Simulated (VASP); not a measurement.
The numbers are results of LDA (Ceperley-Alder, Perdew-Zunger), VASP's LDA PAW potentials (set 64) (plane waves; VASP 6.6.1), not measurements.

A VASP calculation is set up with these files.

**INCAR**
```
! general
SYSTEM  =CdS
PREC    =Accurate
ENCUT   =400   ! plane-wave cut-off (eV)
LREAL   =.False.   ! projection in real space or not
LASPH   =.True.

! electronic loop
EDIFF   =1E-8   ! SCF stop (eV)
NELM    =100   ! most electronic steps
ALGO    =Normal   ! blocked Davidson
LMAXMIX =4   ! l cut-off of mixed one-centre charges

! smearing
ISMEAR  =0   ! Gaussian
SIGMA   =0.01   ! width (eV)

! output
LWAVE   =.False.
LCHARG  =.False.

! other
LEPSILON=.True.
```

File POSCAR:
```
CdS
1
    2.0410082488    -3.5351298212     0.0000000000
    2.0410082488     3.5351298212     0.0000000000
    0.0000000000     0.0000000000     6.6311596822
Cd S
2 2
Direct
  0.6666670000   0.3333330000   0.5001073821
  0.3333330000   0.6666670000   0.0001073821
  0.6666670000   0.3333330000   0.8768926179
  0.3333330000   0.6666670000   0.3768926179
```

KPOINTS:
```
Automatic mesh
0
Gamma
6 6 4
0 0 0
```

POTCAR, in this order: Cd S (LDA.64 set). Program: vasp_std.

Problem. What will the output report for the number of irreducible k-points (NKPTS), largest plane-wave count, number of space-group operations, FFT grid (NGX, NGY, NGZ)?

Solution. 
The number of irreducible k-points (NKPTS) is 21 and the largest plane-wave count is 1762. The number of space-group operations is 12. The FFT grid (NGX, NGY, NGZ) is 28 × 28 × 48.

The compound is CdS in the wurtzite structure. It was relaxed first.
